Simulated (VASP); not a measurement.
A snapshot from molecular dynamics of Al, step 41; the first frame, the perfect lattice, has an electronic free energy F (no ionic kinetic energy) of -3.170 eV/atom. The Γ point alone samples so small a cell crudely.

Here is the system:

```xyz
27
Lattice="0.0000 6.0750 6.0750 6.0750 0.0000 6.0750 6.0750 6.0750 0.0000" Properties=species:S:1:pos:R:3 pbc="T T T"
Al    11.8957     6.0771     6.0796
Al     8.0564     2.1782     6.0015
Al     9.9023     4.1161     5.8836
Al     1.9142     6.0331     7.8995
Al     4.4117     8.0610     8.1661
Al     6.1341     4.0449     2.1673
Al     3.8793     0.0909     3.8550
Al     6.0659     2.2025     3.9685
Al     8.1560     9.9610     9.7668
Al    11.9112     8.1195     8.0483
Al     2.5994     3.5961     2.1595
Al     4.3675     5.7819     2.2972
Al     2.0041     1.8837     3.8340
Al     4.1635     4.1335     4.1788
Al     5.9004     6.0071     4.3998
Al     9.9673     8.2513     6.2541
Al     6.0282     4.2188     6.1575
Al     7.9595     6.2582     5.9277
Al     0.2438     4.2418     4.0834
Al     7.6619     6.3125    10.5100
Al     3.9473     7.7696     3.9122
Al     2.2184     4.2446     5.9572
Al     3.6592     6.1627     6.1028
Al     6.0185     8.3143     5.8949
Al    10.4300     9.7380     8.3093
Al     6.0774     6.1749     8.1779
Al     8.4519     7.9018     7.9575
```

Method: PBE GGA, VASP's PBE PAW potentials (set 64) (plane waves; VASP). Run with PREC = Normal, LREAL = Auto, ISYM = 0, EDIFF = 1E-5, 300 eV cut-off, 1×1×1 Γ-centred mesh, Fermi-Dirac smearing of 0.043 eV, potentials Al.

Problem. Give F per atom of this frame and the forces (eV/Å).

Solution. -3.005 eV/atom.
```
atom     Fx     Fy     Fz
----  -----  -----  -----
Al1   -0.34   0.54   0.84
Al2   -0.57   0.38   0.27
Al3    0.69  -0.24  -0.05
Al4   -0.70   0.33   0.34
Al5   -0.56  -0.32  -1.11
Al6    0.66  -0.06  -1.05
Al7    0.54  -0.70   0.73
Al8    0.39  -0.12   1.37
Al9    0.43   0.01   0.73
Al10   2.56  -2.68  -0.28
Al11  -0.95   1.45  -0.90
Al12  -0.91   0.96  -1.21
Al13  -0.59  -0.05   0.40
Al14  -0.06  -0.85   0.71
Al15   0.19   0.77  -1.12
Al16   1.93  -0.61  -2.19
Al17   0.11  -0.69   0.38
Al18  -0.04   0.01   0.68
Al19  -0.98  -0.95  -0.22
Al20   1.14   0.15  -1.30
Al21   0.18   0.73   0.54
Al22  -1.51  -1.05   0.57
Al23   1.56   0.60  -0.20
Al24   0.11   0.19   0.57
Al25  -2.10   2.82   0.33
Al26   0.56  -0.62  -0.42
Al27  -1.79   0.01   1.58
```

The cell is a supercell, built from Al (fcc). Its lattice is the typed one, not relaxed at this level.
